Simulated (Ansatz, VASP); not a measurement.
# Cross-check of TiGe between VASP and Ansatz, part 2 of 2

Aim: how closely do two programs agree when they are given the same cell, functional and k mesh? The cell is generated by rule, not measured, and may not be a known phase. The cell is taken from a series of runs on this material, whose earlier steps may have relaxed, scaled, displaced or heated it; both programs get it as it stands.

VASP 6.6.1 and Ansatz 0.2.0.

So far. Step 3 (Ansatz: single point, PBE, pair 1): The run ends at a pressure of 0.00 GPa. Step 5 (VASP: single point, PBE, pair 2): The run ends at a pressure of -1.53 GPa, with forces up to 0.13 eV/Å.

The structure was built from a prototype and need not be the compound's stable phase.

## 6. Ansatz: single point, PBE, pair 2

Level of this step: Ansatz beside VASP: Kohn-Sham DFT, plane waves, PBE (Ansatz).

The same cell, functional, mesh and smearing now go to Ansatz, which takes its cutoff from its data sets.

The cell is taken from a series of runs on this material, whose earlier steps may have relaxed, scaled, displaced or heated it; both programs get it as it stands.

input.yaml reads:

```yaml
crystal:
  lattice:
    - [0.0, 0.0, -5.8461100778]
    - [5.8461100778, 0.0, 0.0]
    - [2.9230550389, -5.8461100778, -2.9230550389]
  atoms:
    - { symbol: Ti, position: [0.5260494176, 0.4739505824, 0.0] }
    - { symbol: Ti, position: [-0.0260494176, 0.0260494176, 0.0] }
    - { symbol: Ti, position: [0.2760494176, 0.7760494176, 0.5] }
    - { symbol: Ti, position: [0.7239505824, 0.2239505824, 0.5] }
    - { symbol: Ge, position: [0.625, 0.625, 0.25] }
    - { symbol: Ge, position: [0.125, 0.125, 0.25] }
    - { symbol: Ge, position: [0.347631374, 0.847631374, 0.8047372519] }
    - { symbol: Ge, position: [0.902368626, 0.402368626, 0.6952627481] }
kpoints:
  mp_grid: { grid: [6, 6, 6] }
hamiltonian:
  xc: pbe
scf:
  occupations: { method: gaussian, width: 0.01 }
output:
  forces: true
  stress: true
  eigenvalues: true
  write_density: true
  write_potential: true
  elf: true
  volumetric_format: npy
```

Started as:

```
$ ansatz run input.yaml --threads 4 --pin off --max-ram 7168MiB --backend cpu --events-out ev --progress --plain --runs-dir out
```

Numbers of over 12 decimals in the logs are rounded to 6 here.

Output:

```text
[...]
Crystal: 8 atoms, lattice volume = 199.803 Å³
Basis set: ecut = 420 eV, 3907 PW (Γ), exchange–correlation on 80×80×96 points (8 copies of the dense FFT grid, shifted against one another)
Bands: 63, of which v1, the nominal top of the filled ones, is band 52 counted from 1 (51 counted from 0)
Symmetry: 8 space group operations
[...]
k-points: 30 of 216 (time reversal used)
[...]
k-point 0: bands = [... 48 lower, 6.6936, 6.7749, 6.8007, 6.8007, 7.0811, 7.3755, 7.4705, 8.1804, ... 7 higher]
  k-point 1: bands = [... 48 lower, 6.7567, 6.8102, 6.8102, 6.8149, 7.0795, 7.3539, 7.4898, 8.1263, ... 7 higher]
  k-point 2: bands = [... 48 lower, 6.8900, 6.9038, 7.0696, 7.1835, 7.1835, 7.3048, 7.5797, 7.9639, ... 7 higher]
  k-point 29: bands = [... 48 lower, 6.4441, 6.5678, 6.6143, 6.6209, 7.9858, 8.0376, 8.0965, 8.1211, ... 7 higher]
[key lines of the parts left out:]
SCF converged after 8 iterations
Free energy (F): -27175.295045 eV
Fermi energy:    7.192548 eV
P = ⅓ Tr σ = -1.5101 GPa (-15.101 kbar)
```

The run ends at a pressure of -1.51 GPa, with forces up to 0.13 eV/Å.

## 7. Side by side

Compared:

| quantity | Ansatz | VASP | difference |
| --- | --- | --- | --- |
| pressure (GPa) | -1.51 | -1.53 | +0.02 |

Forces (eV/Å; atoms numbered as in POSCAR):

| atom | Ansatz x, y, z | VASP x, y, z |
| --- | --- | --- |
| Ti1 | -0.042, 0.120, -0.042 | -0.042, 0.120, -0.042 |
| Ti2 | 0.042, 0.120, 0.042 | 0.042, 0.120, 0.042 |
| Ti3 | 0.042, -0.120, -0.042 | 0.042, -0.120, -0.042 |
| Ti4 | -0.042, -0.120, 0.042 | -0.042, -0.120, 0.042 |
| Ge5 | 0.000, 0.000, 0.000 | 0.000, 0.000, 0.000 |
| Ge6 | 0.000, 0.000, 0.000 | 0.000, 0.000, 0.000 |
| Ge7 | 0.000, -0.083, 0.000 | 0.000, -0.086, 0.000 |
| Ge8 | 0.000, 0.083, 0.000 | 0.000, 0.086, 0.000 |

The forces differ by 0.9 meV/Å r.m.s., which is 1.5 % of the r.m.s. force of 0.060 eV/Å (both taken over all components).

## 8. Ansatz: single point, PBE, pair 3

With cell and atoms fixed, the geometry can't cause a difference; cores, projectors, grids and the points listed under the comparison can.

The cell is taken from a series of runs on this material, whose earlier steps may have relaxed, scaled, displaced or heated it; both programs get it as it stands.

input.yaml reads:

```yaml
crystal:
  lattice:
    - [0.0, 0.0, -5.8461100778]
    - [5.8461100778, 0.0, 0.0]
    - [2.9230550389, -5.8461100778, -2.9230550389]
  atoms:
    - { symbol: Ti, position: [0.5366319935, 0.4633680065, 0.0] }
    - { symbol: Ti, position: [-0.0366319935, 0.0366319935, 0.0] }
    - { symbol: Ti, position: [0.2866319935, 0.7866319935, 0.5] }
    - { symbol: Ti, position: [0.7133680065, 0.2133680065, 0.5] }
    - { symbol: Ge, position: [0.625, 0.625, 0.25] }
    - { symbol: Ge, position: [0.125, 0.125, 0.25] }
    - { symbol: Ge, position: [0.3365128698, 0.8365128698, 0.8269742605] }
    - { symbol: Ge, position: [0.9134871302, 0.4134871302, 0.6730257395] }
kpoints:
  mp_grid: { grid: [6, 6, 6] }
hamiltonian:
  xc: pbe
scf:
  occupations: { method: gaussian, width: 0.01 }
output:
  forces: true
  stress: true
  eigenvalues: true
```

Output:

```text
[...]
Crystal: 8 atoms, lattice volume = 199.803 Å³
Basis set: ecut = 420 eV, 3907 PW (Γ), exchange–correlation on 80×80×96 points (8 copies of the dense FFT grid, shifted against one another)
Bands: 63, of which v1, the nominal top of the filled ones, is band 52 counted from 1 (51 counted from 0)
Symmetry: 8 space group operations
[...]
k-points: 30 of 216 (time reversal used)
[...]
k-point 0: bands = [... 48 lower, 6.5399, 6.6526, 6.6526, 6.7013, 7.0142, 7.4648, 7.5527, 8.2270, ... 7 higher]
  k-point 1: bands = [... 48 lower, 6.6256, 6.7447, 6.7802, 6.7802, 7.0166, 7.4268, 7.5771, 8.1656, ... 7 higher]
  k-point 2: bands = [... 48 lower, 6.7880, 6.8450, 7.0100, 7.3427, 7.3470, 7.3470, 7.6686, 8.0183, ... 7 higher]
  k-point 29: bands = [... 48 lower, 6.5828, 6.7156, 6.7183, 6.7192, 7.9695, 7.9756, 7.9897, 8.1708, ... 7 higher]
[key lines of the parts left out:]
SCF converged after 9 iterations
Free energy (F): -27175.343449 eV
Fermi energy:    7.236240 eV
P = ⅓ Tr σ = -2.7848 GPa (-27.848 kbar)
```

The run ends at a pressure of -2.78 GPa, with forces up to 0.21 eV/Å.

## 9. VASP: single point, PBE, pair 3

The same cell, functional, mesh and smearing now go to VASP, with its own data sets.

INCAR reads:

```
SYSTEM = TiGe
PREC = Accurate
ENCUT = 500
EDIFF = 1E-06
NELM = 120
ISMEAR = 0
SIGMA = 0.01
LREAL = .FALSE.
ALGO = Normal
GGA = PE
NBANDS = 64
LASPH = .TRUE.
LORBIT = 11
LWAVE = .FALSE.
LCHARG = .FALSE.
ISIF = 2
GGA_COMPAT = .FALSE.
KPAR = 2
```

POSCAR reads:

```
TiGe
1.0
    0.0000000000      0.0000000000     -5.8461100778
    5.8461100778      0.0000000000      0.0000000000
    2.9230550389     -5.8461100778     -2.9230550389
Ti Ge
4 4
Direct
    0.5366319935      0.4633680065      0.0000000000
    0.9633680065      0.0366319935      0.0000000000
    0.2866319935      0.7866319935      0.5000000000
    0.7133680065      0.2133680065      0.5000000000
    0.6250000000      0.6250000000      0.2500000000
    0.1250000000      0.1250000000      0.2500000000
    0.3365128698      0.8365128697      0.8269742605
    0.9134871302      0.4134871302      0.6730257395
```

KPOINTS reads:

```
Automatic mesh
0
Gamma
6 6 6
0 0 0
```

Potentials, in the order of the species: Ti_sv and Ge_d (PBE family, release 64).

Started as:

```
$ mpirun -np 2 vasp_std
```

Output:

```text
[... set-up lines as in an earlier step ...]
 entering main loop
       N       E                     dE             d eps       ncg     rms          rms(c)
DAV:   1     0.138657667675E+04    0.13866E+04   -0.48304E+04  4664   0.333E+03
DAV:   2     0.225834849368E+03   -0.11607E+04   -0.11319E+04  3840   0.100E+03
DAV:   3    -0.149767393616E+02   -0.24081E+03   -0.23365E+03  4392   0.267E+02
DAV:   4    -0.536224915574E+02   -0.38646E+02   -0.38209E+02  5680   0.916E+01
[...]
DAV:  14    -0.461476667972E+02   -0.79336E-06   -0.24762E-05  5512   0.462E-02    0.533E-03
DAV:  15    -0.461476686454E+02   -0.18482E-05   -0.63055E-06  4160   0.158E-02    0.457E-03
DAV:  16    -0.461476686494E+02   -0.40018E-08   -0.29087E-06  3520   0.109E-02
   1 F= -.46147669E+02 E0= -.46147542E+02  d E =-.253569E-03
```

OUTCAR, selected parts (step 9):

```text
  Total       -3.8020830     -2.9032806     -3.8020830      0.0000000      0.0000000      0.0000000
  in kB      -30.4881593    -23.2808389    -30.4881593      0.0000000      0.0000000      0.0000000
  external PRESSURE =     -28.0857192 kB  Pullay stress =       0.0000000 kB

 POSITION                                       TOTAL-FORCE (eV/Angst)
 -----------------------------------------------------------------------------------
      2.70890      0.00000     -3.13721        -0.022669      0.208690     -0.022669
      0.21415      0.00000     -5.63196         0.022669      0.208690      0.022669
      6.06026     -2.92306     -3.13721         0.022669     -0.208690     -0.022669
      2.70890     -2.92306     -5.63196        -0.022669     -0.208690      0.022669
      4.38458     -1.46153     -4.38458        -0.000000      0.000000     -0.000000
      1.46153     -1.46153     -1.46153        -0.000000      0.000000     -0.000000
      7.30764     -4.83458     -4.38458         0.000000     -0.098451     -0.000000
      4.38458     -3.93458     -7.30764        -0.000000      0.098451      0.000000
 -----------------------------------------------------------------------------------
    total drift:                               -0.000003      0.000000      0.000004

  FREE ENERGIE OF THE ION-ELECTRON SYSTEM (eV)
  ---------------------------------------------------
  free  energy   TOTEN  =       -46.1476686494 eV

  energy  without entropy=      -46.1474150807  energy(sigma->0) =      -46.14754187

[... 2 parts as in an earlier step ...]

[... 1 further part left out ...]
[key lines of the parts left out:]
E-fermi :   3.8711
```

The run ends at a pressure of -2.81 GPa, with forces up to 0.21 eV/Å.

## 10. Side by side

Compared:

| quantity | Ansatz | VASP | difference |
| --- | --- | --- | --- |
| pressure (GPa) | -2.78 | -2.81 | +0.02 |

Forces (eV/Å; atoms numbered as in POSCAR):

| atom | Ansatz x, y, z | VASP x, y, z |
| --- | --- | --- |
| Ti1 | -0.022, 0.208, -0.022 | -0.023, 0.209, -0.023 |
| Ti2 | 0.022, 0.208, 0.022 | 0.023, 0.209, 0.023 |
| Ti3 | 0.022, -0.208, -0.022 | 0.023, -0.209, -0.023 |
| Ti4 | -0.022, -0.208, 0.022 | -0.023, -0.209, 0.023 |
| Ge5 | 0.000, 0.000, 0.000 | 0.000, 0.000, 0.000 |
| Ge6 | 0.000, 0.000, 0.000 | 0.000, 0.000, 0.000 |
| Ge7 | 0.000, -0.096, 0.000 | 0.000, -0.098, 0.000 |
| Ge8 | 0.000, 0.096, 0.000 | 0.000, 0.098, 0.000 |

The forces differ by 0.8 meV/Å r.m.s., which is 0.9 % of the r.m.s. force of 0.091 eV/Å (both taken over all components).

## 11. Summary of results

```json
{
  "difference in gap on the k mesh (single point, PBE, pair 1)": "-5.9e-4 eV",
  "r.m.s. force difference (single point, PBE, pair 2)": "0.92 meV/Å",
  "r.m.s. force difference (single point, PBE, pair 3)": "0.79 meV/Å"
}
```

**Reading.** The r.m.s. force difference is 0.92 meV/Å (single point, PBE, pair 2), within the 12 meV/Å picked in this series as the mark of a large difference. 5 further pairs of this series are not shown here. Such differences can come from data sets, numerical settings and the points named under the comparisons, not from the functional's error against experiment.

[Lines on the potential files, build, host, timing and source positions are cut from VASP's logs without a mark.]

[Logs are printed without paths, hosts, clocks, repeated set-up lines and the standing remarks that a program may print on its own settings, such as how far it seeks lower states.]

[Hosts, paths, dates, database ids (printed as entryN), source tags and the programs' standing remarks are cut or masked in the printed files.]
